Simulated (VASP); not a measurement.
Method: PBEsol GGA, VASP's PBE PAW potentials (set 64) (plane waves; VASP).

VASP ran on this input.

**INCAR**
```
SYSTEM = Ga
PREC = Accurate
ENCUT = 480
EDIFF = 1E-7
NELM = 100
ALGO = Normal
LREAL = .FALSE.
LASPH = .TRUE.
ISMEAR = 1
SIGMA = 0.1
GGA = PS
LMAXMIX = 4
LWAVE = .FALSE.
LCHARG = .FALSE.
ISIF = 2
```

KPOINTS:
```
K-points
0
gamma
  8 8 6
0 0 0
```

POSCAR:
```
Ga
1
    2.2014300792    -3.7930763073     0.0000000000
    2.2014300792     3.7930763073     0.0000000000
    0.0000000000    -0.0000000000     4.5247719308
Ga
4
Direct
  0.1555209158   0.8444790842   0.9176342126
  0.3501572114   0.6611990430   0.4176342126
  0.6555209158   0.3444790842   0.5823657874
  0.8444790842   0.1555209158   0.0823657874
```

POTCAR, in this order: Ga_d (PBE.64 set). Program: vasp_std.

Output of the run:

### OUTCAR
```
 ion  position               nearest neighbor table
   1  0.156  0.844  0.918-   4 2.47   3 2.67   3 2.67   2 2.68   2 2.68   4 2.73   4 2.73
   2  0.350  0.661  0.418-   3 2.47   4 2.65   1 2.68   1 2.68   4 2.69   3 2.71   3 2.75
   3  0.656  0.344  0.582-   2 2.47   1 2.67   1 2.67   4 2.68   4 2.68   2 2.71   2 2.75
   4  0.844  0.156  0.082-   1 2.47   2 2.65   3 2.68   3 2.68   2 2.69   1 2.73   1 2.73
  LATTYP: Found a base centered orthorhombic cell.
 ALAT       =     4.4028601584
 B/A-ratio  =     1.7230055786
 C/A-ratio  =     1.0276892220
 Subroutine PRICEL returns:
 Original cell was already a primitive cell.
 Subroutine GETGRP returns: Found  1 space group operations
The static configuration has the point symmetry C_1 .
The dynamic configuration has the point symmetry C_1 .
 Subroutine INISYM returns: Found  1 space group operations
 Subroutine IBZKPT returns following result:
 Found    196 irreducible k-points:

 Following reciprocal coordinates:
            Coordinates               Weight
  0.000000  0.000000  0.000000      1.000000
  0.125000  0.000000  0.000000      2.000000
  0.000000  0.125000  0.000000      2.000000
  0.250000  0.000000  0.000000      2.000000
  0.000000  0.250000  0.000000      2.000000
  0.375000  0.000000  0.000000      2.000000
  0.000000  0.375000  0.000000      2.000000
  0.500000  0.000000  0.000000      1.000000
  0.000000  0.500000  0.000000      1.000000
  0.125000  0.125000  0.000000      2.000000
  0.250000  0.125000  0.000000      2.000000
  0.125000  0.250000  0.000000      2.000000
  0.375000  0.125000  0.000000      2.000000
  0.125000  0.375000  0.000000      2.000000
  0.500000  0.125000  0.000000      2.000000
  0.125000  0.500000  0.000000      2.000000
 -0.375000  0.125000  0.000000      2.000000
  0.125000 -0.375000  0.000000      2.000000
 -0.250000  0.125000  0.000000      2.000000
  0.125000 -0.250000  0.000000      2.000000
 -0.125000  0.125000  0.000000      2.000000
  0.250000  0.250000  0.000000      2.000000
  0.375000  0.250000  0.000000      2.000000
  0.250000  0.375000  0.000000      2.000000
  0.500000  0.250000  0.000000      2.000000
  0.250000  0.500000  0.000000      2.000000
 -0.375000  0.250000  0.000000      2.000000
  0.250000 -0.375000  0.000000      2.000000
 -0.250000  0.250000  0.000000      2.000000
  0.375000  0.375000  0.000000      2.000000
  0.500000  0.375000  0.000000      2.000000
  0.375000  0.500000  0.000000      2.000000
 -0.375000  0.375000  0.000000      2.000000
  0.500000  0.500000  0.000000      1.000000
  0.000000  0.000000  0.166667      2.000000
  0.125000  0.000000  0.166667      2.000000
 -0.125000 -0.000000  0.166667      2.000000
  0.000000  0.125000 -0.166667      2.000000
 -0.000000 -0.125000 -0.166667      2.000000
  0.250000  0.000000  0.166667      2.000000
   k-points           NKPTS =    196   k-points in BZ     NKDIM =    196   number of bands    NBANDS=     31
   number of dos      NEDOS =    301   number of ions     NIONS =      4
   total plane-waves  NPLWV =  32768
   dimension x,y,z NGX =    32 NGY =   32 NGZ =   32
   dimension x,y,z NGXF=    64 NGYF=   64 NGZF=   64
   ions per type =               4
   PREC   = accura    normal or accurate (medium, high low for compatibility)
   ISTART =      0    job   : 0-new  1-cont  2-samecut
   ICHARG =      2    charge: 1-file 2-atom 10-const
   ISPIN  =      1    spin polarized calculation?
   LNONCOLLINEAR =      F non collinear calculations
   LSORBIT =      F    spin-orbit coupling
   INIWAV =      1    electr: 0-lowe 1-rand  2-diag
   ENCUT  =  480.0 eV  35.28 Ry    5.94 a.u.   7.83  7.83  8.08*2*pi/ulx,y,z
   NELM   =    100;   NELMIN=  2; NELMDL= -5     # of ELM steps
...
```

### OSZICAR
```
       N       E                     dE             d eps       ncg     rms          rms(c)
DAV:   1     0.343995525104E+03    0.34400E+03   -0.25025E+04 12250   0.306E+03
DAV:   2     0.258082957404E+02   -0.31819E+03   -0.31299E+03 12516   0.546E+02
DAV:   3    -0.124998837877E+02   -0.38308E+02   -0.37946E+02 13790   0.150E+02
DAV:   4    -0.135770177511E+02   -0.10771E+01   -0.10728E+01 13700   0.294E+01
DAV:   5    -0.136002579488E+02   -0.23240E-01   -0.23233E-01 14624   0.438E+00    0.281E+00
DAV:   6    -0.134313347103E+02    0.16892E+00   -0.36942E-01 14653   0.890E+00    0.145E+00
DAV:   7    -0.133943998870E+02    0.36935E-01   -0.84394E-02 17055   0.325E+00    0.365E-01
DAV:   8    -0.133907743698E+02    0.36255E-02   -0.17006E-02 13426   0.154E+00    0.473E-02
DAV:   9    -0.133908645428E+02   -0.90173E-04   -0.10349E-03 14208   0.429E-01    0.259E-02
DAV:  10    -0.133908657024E+02   -0.11596E-05   -0.18923E-04 13998   0.373E-01    0.733E-03
DAV:  11    -0.133908682642E+02   -0.25619E-05   -0.46396E-05 15360   0.171E-01    0.331E-03
DAV:  12    -0.133908692539E+02   -0.98967E-06   -0.17681E-05 17357   0.395E-02    0.187E-03
DAV:  13    -0.133908693309E+02   -0.77005E-07   -0.98688E-07 13440   0.240E-02
   1 F= -.13390869E+02 E0= -.13391049E+02  d E =0.539812E-03
```

File OUTCAR:
```
------------------------ aborting loop because EDIFF is reached ----------------------------------------
  FORCE on cell =-STRESS in cart. coord.  units (eV):
  Direction    XX          YY          ZZ          XY          YZ          ZX
  --------------------------------------------------------------------------------------
  Total        0.1658702      0.3123252      0.1769360      0.0130578      0.0024210     -0.0266977
  in kB        3.5168652      6.6220813      3.7514879      0.2768579      0.0513314     -0.5660575
  external PRESSURE =       4.6301448 kB  Pullay stress =       0.0000000 kB
  volume of cell :       75.57
      direct lattice vectors                 reciprocal lattice vectors
     2.201430079 -3.793076307  0.000000000     0.227125088 -0.131819125  0.000000000
     2.201430079  3.793076307  0.000000000     0.227125088  0.131819125  0.000000000
     0.000000000  0.000000000  4.524771931     0.000000000  0.000000000  0.221005614
 POSITION                                       TOTAL-FORCE (eV/Angst)
 -----------------------------------------------------------------------------------
      2.20143      2.61327      4.15209        -0.043173      0.000226     -0.016707
      2.22643      1.17981      1.88970        -0.071099     -0.002922     -0.014491
      2.20143     -1.17981      2.63507         0.046846      0.003475      0.017342
      2.20143     -2.61327      0.37269         0.067425     -0.000779      0.013856
 -----------------------------------------------------------------------------------
    total drift:                               -0.000767     -0.000329      0.000376
  FREE ENERGIE OF THE ION-ELECTRON SYSTEM (eV)
  ---------------------------------------------------
  free  energy   TOTEN  =       -13.3908693309 eV

  energy  without entropy=      -13.3914091433  energy(sigma->0) =      -13.39104927
```
(Selected blocks of OUTCAR.)

The compound is Ga in the alpha structure. This cell was strained or had an atom moved on purpose.
